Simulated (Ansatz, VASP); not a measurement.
## One calculation of MgCd3Se2, two programs

File INCAR:

```
SYSTEM = MgCd3Se2
  PREC = Accurate
  ENCUT = 520
  EDIFF = 1E-6
  ISMEAR = 0
  SIGMA = 0.1
  LREAL = .FALSE.
  LASPH = .TRUE.
  NELM = 80
  ALGO = Normal
  ISIF = 2
  LWAVE = .FALSE.
  LCHARG = .TRUE.
  GGA = PE
  LELF = .TRUE.
  LVHAR = .TRUE.
  NBANDS = 34
```

KPOINTS

```
Automatic mesh
0
G
  6 6 2
  0 0 0
```

Contents of POSCAR:

```
MgCd3Se2
1.0
    3.5758832300      0.0000000000      0.0000000000
    0.0000000000      3.5758832300      0.0000000000
    0.0000000000      0.0000000000     10.6908475400
Mg Cd Se
1 3 2
Direct
    0.0000000000      0.0000000000      0.0000000000
    0.5000000000      0.5000000000      0.1837450000
    0.5000000000      0.5000000000      0.5000000000
    0.5000000000      0.5000000000      0.8162550000
    0.0000000000      0.0000000000      0.3342649900
    0.0000000000      0.0000000000      0.6657350100
```

Input for Ansatz:

```yaml
crystal:
  lattice:
    - [3.57588323, 0.0, 0.0]
    - [0.0, 3.57588323, 0.0]
    - [0.0, 0.0, 10.69084754]
  atoms:
    - { symbol: Mg, position: [0.0, 0.0, 0.0] }
    - { symbol: Cd, position: [0.5, 0.5, 0.183745] }
    - { symbol: Cd, position: [0.5, 0.5, 0.5] }
    - { symbol: Cd, position: [0.5, 0.5, 0.816255] }
    - { symbol: Se, position: [0.0, 0.0, 0.33426499] }
    - { symbol: Se, position: [0.0, 0.0, 0.66573501] }
basis:
  ecutwfc: 420
kpoints:
  mp_grid: { grid: [6, 6, 2] }
hamiltonian:
  xc: pbe
scf:
  occupations: { method: gaussian, width: 0.1 }
  lower_state_search: "off"
output:
  forces: true
  stress: true
  eigenvalues: true
```

Change from the starting cell: species swapped into the Al3Ni2Pt type (P4/mmm, No. 123).

Alike in both runs: task single point; functional PBE; k mesh 6 × 6 × 2; occupations gaussian, width 0.1 eV; no spin polarisation.

|  | VASP | Ansatz |
| --- | --- | --- |
| version | VASP 6.6.1 | Ansatz 0.2.0 |
| potentials or method | VASP PAW PBE potentials, release 64 (Mg, Cd, Se) | scalar-relativistic, plane waves, PAW |
| plane-wave cutoff (eV) | 520 | 420 |
| valence electrons in the cell | 50 | 102 |

VASP gave:

| Quantity | Value |
| --- | --- |
| gap on the k mesh at the Fermi level (eV) | none |
| pressure (GPa) | 0.5 |
| largest component of the traceless stress (GPa) | 3.70 |
| rms of the force components (eV/Å) | 0.020 |

Estimate Ansatz's values.

gap on the k mesh at the Fermi level (eV): none; pressure (GPa): 0.3; largest component of the traceless stress (GPa): 3.70; rms of the force components (eV/Å): 0.029.

Atom by atom the forces differ by 0.010 eV/Å (rms over components). A gap of «none» marks a metal or a gap that the smearing closes. The two sets of potentials don't hold the same shells in valence.
